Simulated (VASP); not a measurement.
```yaml
crystal:
  lattice:
    - [2.86705, 0.00000, 0.00000]
    - [-1.43353, 2.48294, 0.00000]
    - [0.00000, 0.00000, 5.08650]
  atoms:
    - { symbol: Ta, position: [0.33333, 0.66667, 0.25000] }
    - { symbol: Ta, position: [0.66667, 0.33333, 0.75000] }
```

Calculation: PBEsol GGA, VASP's PBE PAW potentials (set 64) (plane waves; VASP). Settings: 400 eV cut-off, Gaussian smearing of 0.050 eV, potentials Ta_pv.

Q: Give the energies of bands 7 to 14 at the high-symmetry points, in eV from the Fermi level.

A: 
| band | Γ | M | K | A | L | H |
|---|---|---|---|---|---|---|
| 7 | -8.33 | -4.16 | -3.04 | -6.42 | -4.49 | -2.54 |
| 8 | -5.02 | -4.00 | -1.97 | -6.42 | -4.49 | -2.54 |
| 9 | -0.57 | -3.49 | -1.97 | -1.19 | -2.40 | -2.03 |
| 10 | 0.05 | -0.39 | -1.66 | -1.19 | -2.40 | -2.03 |
| 11 | 0.59 | -0.36 | -0.58 | 0.64 | 1.64 | -0.56 |
| 12 | 0.59 | 0.56 | -0.58 | 0.64 | 1.64 | -0.56 |
| 13 | 1.19 | 0.82 | 1.15 | 0.64 | 2.67 | 1.59 |
| 14 | 1.19 | 5.81 | 4.24 | 0.64 | 2.67 | 1.59 |

It has no gap at this level: it comes out as a metal or semimetal.

The structure was generated: Ta was put into the hcp type (P6_3/mmc), which need not be its known phase. It was relaxed first.
